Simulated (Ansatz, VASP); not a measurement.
One calculation of Si, 3 ways

The starting cell:

```
Si
1.0
     0.00000    2.72185    2.72185
     2.72185    0.00000    2.72185
     2.72185    2.72185    0.00000
Si
2
Direct
  0.50000 0.50000 0.50000
  0.75000 0.75000 0.75000
```

Alike in all runs: task relaxation of cell and atoms; functional PBEsol; k mesh 8 × 8 × 8; occupations fermi-dirac, width 0.05 eV; no spin polarisation; no spin-orbit coupling.

```json
{"program and potentials": "Ansatz, Ansatz PAW", "plane-wave cutoff (eV)": "420", "notes": "potentials made for PBE, which Ansatz adapts in part", "equilibrium volume (Å³/atom)": "20.06"}
{"program and potentials": "VASP, PBE PAW files Si, 600 eV", "plane-wave cutoff (eV)": "600", "notes": "potentials made for PBE", "equilibrium volume (Å³/atom)": "20.08"}
{"program and potentials": "Ansatz, all-electron LAPW, scalar-relativistic", "plane-wave cutoff (eV)": "-", "notes": "-", "equilibrium volume (Å³/atom)": "20.04"}
```

The equilibrium volume spans 20.04 (Ansatz, all-electron LAPW, scalar-relativistic) to 20.08 Å³/atom (VASP, PBE PAW files Si, 600 eV), with all-electron results at 20.04. Relaxations stop with a little pressure left, so the last digit of a volume isn't settled.

The functional is the same throughout but for its coding, so the spread measures potentials, basis and numerics; runs on potential files found faulty are left out.
